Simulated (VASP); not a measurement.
Level of theory: r2SCAN meta-GGA, VASP's PBE PAW potentials (set 64) (plane waves; VASP).

VASP ran on this input.

KPOINTS:
```
Automatic mesh
0
Gamma
6 4 1
0 0 0
```

### POSCAR
```
Rb(211) slab
1
    4.9823843961     0.0000000000     0.0000000000
    0.0000000000     8.1361992487     0.0000000000
    0.0000000000     0.0000000000    24.6687526497
Rb
4
Direct
  0.4551650441   0.7500000000   0.3654800139
  0.8888025954   0.2500000000   0.4432636803
  0.1111974046   0.7500000000   0.5567363197
  0.5448349559   0.2500000000   0.6345199861
```

INCAR:
```
! general
SYSTEM  = Rb(211) slab
PREC    = Normal
ENCUT   = 400
LREAL   = .FALSE.
LASPH   = .TRUE.

! electronic loop
EDIFF   = 1E-6
NELM    = 100
NELMIN  = 4
ALGO    = Normal
LMAXMIX = 4
LMIXTAU = .TRUE.

! smearing
ISMEAR  = 1
SIGMA   = 0.1

! functional
METAGGA = R2SCAN

! output
LWAVE   = .FALSE.
LCHARG  = .FALSE.
LORBIT  = 11
LVHAR   = .TRUE.

! other
LDIPOL  = .TRUE.
IDIPOL  = 3
DIPOL   = 0.5 0.5 0.5
```

POTCAR, in this order: Rb_sv (PBE.64 set). Program: vasp_std. Read from the step before: WAVECAR.

Output

**OSZICAR**
```
       N       E                     dE             d eps       ncg     rms          rms(c)
DAV:   1    -0.551301150740E+02   -0.55130E+02   -0.12643E-04   528   0.709E-02    0.124E-03
DAV:   2    -0.551301149399E+02    0.13407E-06   -0.66293E-06   540   0.190E-02    0.117E-03
DAV:   3    -0.551301157671E+02   -0.82717E-06   -0.86979E-07   384   0.599E-03    0.804E-04
DAV:   4    -0.551301148416E+02    0.92552E-06   -0.15075E-06   336   0.824E-03
   1 F= -.55130115E+02 E0= -.55127631E+02  d E =-.745149E-02
```

OUTCAR:
```
------------------------ aborting loop because EDIFF is reached ----------------------------------------
  FORCE on cell =-STRESS in cart. coord.  units (eV):
  Direction    XX          YY          ZZ          XY          YZ          ZX
  --------------------------------------------------------------------------------------
  Total       -0.2980485      0.0717174     -0.2044060      0.0000000      0.0000000      0.0006192
  in kB       -0.4775199      0.1149023     -0.3274902      0.0000000      0.0000000      0.0009920
  external PRESSURE =      -0.2300359 kB  Pullay stress =       0.0000000 kB
  volume of cell :     1000.01
      direct lattice vectors                 reciprocal lattice vectors
     4.982384396  0.000000000  0.000000000     0.200707115  0.000000000  0.000000000
     0.000000000  8.136199249  0.000000000     0.000000000  0.122907511  0.000000000
     0.000000000  0.000000000 24.668752650     0.000000000  0.000000000  0.040537112
 POSITION                                       TOTAL-FORCE (eV/Angst)
 -----------------------------------------------------------------------------------
      2.26781      6.10215      9.01594        -0.007603     -0.000000      0.021619
      4.42836      2.03405     10.93476         0.017417     -0.000000      0.019641
      0.55403      6.10215     13.73399        -0.017417     -0.000000     -0.019641
      2.71458      2.03405     15.65282         0.007603      0.000000     -0.021619
 -----------------------------------------------------------------------------------
    total drift:                                0.000000      0.000000      0.000000
  FREE ENERGIE OF THE ION-ELECTRON SYSTEM (eV)
  ---------------------------------------------------
  free  energy   TOTEN  =       -55.1301148416 eV

  energy  without entropy=      -55.1226633533  energy(sigma->0) =      -55.12763101

 total charge

# of ion       s       p       d       tot
------------------------------------------
    1        1.963   5.385   0.003   7.350
    2        1.960   5.388   0.004   7.352
    3        1.960   5.388   0.004   7.352
    4        1.963   5.385   0.003   7.350
--------------------------------------------------
tot          7.845  21.546   0.015  29.405
```
(Selected blocks of OUTCAR.)

File OUTCAR:
```
 val. band max:       -1.2974095280   @ k =   0.1667   0.2500   0.0000

 cond. band min:      -1.2693750711   @ k =   0.5000   0.0000   0.0000


 Fermi energy:        -1.2831850372

 k-point     1 :       0.0000    0.0000    0.0000
  band No.  band energies     occupation
      1     -31.6529      2.00000
      2     -31.6529      2.00000
      3     -31.4295      2.00000
      4     -31.4282      2.00000
      5     -15.2030      2.00000
      6     -15.2028      2.00000
      7     -15.1808      2.00000
      8     -15.1796      2.00000
      9     -15.1340      2.00000
     10     -15.1340      2.00000
     11     -14.9735      2.00000
     12     -14.9644      2.00000
     13     -14.9613      2.00000
     14     -14.9346      2.00000
     15     -14.9313      2.00000
     16     -14.9303      2.00000
     17      -3.0266      2.00000
     18      -2.2257      2.00000
     19      -1.0739     -0.01170
     20      -0.5892     -0.00000
     21      -0.4434     -0.00000
     22      -0.1221     -0.00000

 k-point     2 :       0.1667    0.0000    0.0000
  band No.  band energies     occupation
      1     -31.6525      2.00000
      2     -31.6524      2.00000
      3     -31.4291      2.00000
      4     -31.4278      2.00000
      5     -15.2015      2.00000
      6     -15.2014      2.00000
      7     -15.1786      2.00000
      8     -15.1776      2.00000
      9     -15.1490      2.00000
     10     -15.1487      2.00000
     11     -14.9722      2.00000
     12     -14.9632      2.00000
     13     -14.9600      2.00000
     14     -14.9460      2.00000
     15     -14.9438      2.00000
     16     -14.9340      2.00000
     17      -2.8072      2.00000
     18      -2.0113      2.00000
     19      -0.9033     -0.00000
     20      -0.3853     -0.00000
     21      -0.3636     -0.00000
     22       0.0287     -0.00000

 k-point     3 :       0.3333    0.0000    0.0000
  band No.  band energies     occupation
      1     -31.6516      2.00000
...
```

The cell is a thin slab with vacuum, built from Rb (bcc): (211) face.
